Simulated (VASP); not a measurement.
A run of VASP 6.6.1 is set up as follows.

Contents of INCAR:

```
SYSTEM = Ca3ZrN3
PREC = Normal ; ENCUT = 520
EDIFF = 1E-4 ; ISMEAR = 0
SIGMA = 0.15 ; LREAL = .False.
LASPH = .True. ; NELM = 60
ALGO = Fast ; ISIF = 3
LWAVE = .False. ; LCHARG = .False.
GGA = PE ; IBRION = 2
NSW = 24 ; EDIFFG = -0.08
```

File KPOINTS:

```
regular mesh
0
Gamma
  3 3 3
  0 0 0
```

File POSCAR:

```
Ca3ZrN3
1.0
    2.8805651500     -3.3805640000      0.0000000000
    2.8805651500      3.3805640000      0.0000000000
    0.0000000000      0.0000000000      6.2483050300
Ca Zr N
3 1 3
Direct
    0.0000000000      0.5000000000      0.5000000000
    0.5000000000      0.0000000000      0.5000000000
    0.0000000000      0.0000000000      0.0000000000
    0.5000000000      0.5000000000      0.0000000000
    0.3381999400      0.3381999400      0.5000000000
    0.6618000600      0.6618000600      0.5000000000
    0.0000000000      0.0000000000      0.5000000000
```

Potentials or basis: VASP PAW PBE potentials, release 64 (Ca_sv, Zr_sv, N).

Run with:

```console
$ cat potpaw_PBE.64/Ca_sv/POTCAR potpaw_PBE.64/Zr_sv/POTCAR potpaw_PBE.64/N/POTCAR > POTCAR
$ mpirun -np 4 vasp_std > vasp.out
```

**Question.** Estimate the relaxed cell.

**Answer.** a = 5.513 Å, b = 5.513 Å, c = 4.397 Å, α = 90.00°, β = 90.00°, γ = 88.69°.

**Question.** Predict the space group after relaxing (to 0.05 Å).

**Answer.** Cmmm (No. 65).

**Question.** What does it give for the band gap on the k mesh?

**Answer.** None (metal or under the smearing width).

**Question.** Estimate the relaxed volume.

**Answer.** 19.09 Å³/atom.

Final structure:
```
Ca Zr N
1.0
     3.94273   -3.85371    0.00000
     3.94273    3.85371    0.00000
     0.00000    0.00000    4.39659
Ca Zr N
3 1 3
Direct
  0.00000 0.50000 0.50000
  0.50000 0.00000 0.50000
  0.00000 0.00000 0.00000
  0.50000 0.50000 0.00000
  0.41119 0.41119 0.50000
  0.58881 0.58881 0.50000
  0.00000 0.00000 0.50000
```

Caveat: the k mesh is coarse (spacing up to 0.48 Å⁻¹), so the values aren't converged.
